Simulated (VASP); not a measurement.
OSZICAR of a VASP run on TiO2 (anatase):

### OSZICAR
```
       N       E                     dE             d eps       ncg     rms          rms(c)
DAV:   1     0.683430217107E+03    0.68343E+03   -0.24904E+04  3304   0.199E+03
DAV:   2     0.472852607473E+02   -0.63614E+03   -0.61734E+03  3632   0.577E+02
DAV:   3    -0.655845046179E+02   -0.11287E+03   -0.11050E+03  5064   0.214E+02
DAV:   4    -0.708326789780E+02   -0.52482E+01   -0.52426E+01  4544   0.489E+01
DAV:   5    -0.710631232678E+02   -0.23044E+00   -0.23039E+00  4592   0.827E+00    0.329E+01
DAV:   6    -0.554013506975E+02    0.15662E+02   -0.11192E+02  4264   0.103E+02    0.122E+01
DAV:   7    -0.550010543868E+02    0.40030E+00   -0.15619E+01  4284   0.313E+01    0.821E+00
DAV:   8    -0.550755294741E+02   -0.74475E-01   -0.37872E+00  4196   0.187E+01    0.396E+00
DAV:   9    -0.549151251529E+02    0.16040E+00   -0.15861E+00  4388   0.115E+01    0.115E+00
DAV:  10    -0.549239982511E+02   -0.88731E-02   -0.11305E-01  4076   0.260E+00    0.309E-01
DAV:  11    -0.549225554552E+02    0.14428E-02   -0.11755E-02  3932   0.724E-01    0.617E-02
DAV:  12    -0.549227913697E+02   -0.23591E-03   -0.11212E-03  4648   0.299E-01    0.975E-02
DAV:  13    -0.549227223233E+02    0.69046E-04   -0.49002E-04  4588   0.183E-01    0.129E-02
DAV:  14    -0.549227275887E+02   -0.52654E-05   -0.21408E-05  4072   0.354E-02    0.473E-03
DAV:  15    -0.549227277135E+02   -0.12477E-06   -0.24384E-06  4568   0.103E-02    0.210E-03
DAV:  16    -0.549227275829E+02    0.13053E-06   -0.24275E-07  3472   0.457E-03    0.257E-03
DAV:  17    -0.549227274980E+02    0.84940E-07   -0.44047E-07  3408   0.695E-03
   1 F= -.54922727E+02 E0= -.54922727E+02  d E =-.549227E+02
```

Question: Which electronic solver shows in the log?

Answer: It is blocked Davidson (ALGO = Normal, or the opening steps of other solvers). The INCAR had ALGO = Normal.

Question: Can the final energy be trusted as converged?

Answer: The run converged. It stopped with EDIFF = 1E-7, NELM = 100, NSW = 30 and EDIFFG = -0.01 after 1 ionic step (AM05 GGA, plane waves, VASP's PBE PAW potentials (set 64)).

The compound is TiO2 in the anatase structure, one of several forms; rutile is the usual stable one. It was relaxed first.
